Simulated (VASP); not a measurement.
Given:

```yaml
crystal:
  lattice:
    - [0.00000, 1.98948, 1.98948]
    - [1.98948, 0.00000, 1.98948]
    - [1.98948, 1.98948, 0.00000]
  atoms:
    - { symbol: Pt, position: [0.00000, 0.00000, 0.00000] }
```

Level of theory: PW91 GGA, VASP's PBE PAW potentials (set 64) (plane waves; VASP). Settings: 520 eV cut-off, 18×18×18 Γ-centred mesh, tetrahedra with Blöchl corrections, potentials Pt.

Unless said otherwise, spin-orbit coupling is left out, though it shifts the bands of the heavy elements here.

Q: What does the run give for the energy per atom (σ→0), band gap (on the k-mesh) with the smallest direct gap where there is one?

A: 
```json
{
  "band gap (on the k-mesh)": "none (metal, semimetal or under 0.01 eV)",
  "energy per atom (σ→0)": "-6.098 eV/atom"
}
```

The compound is Pt in the fcc structure. It was relaxed first.
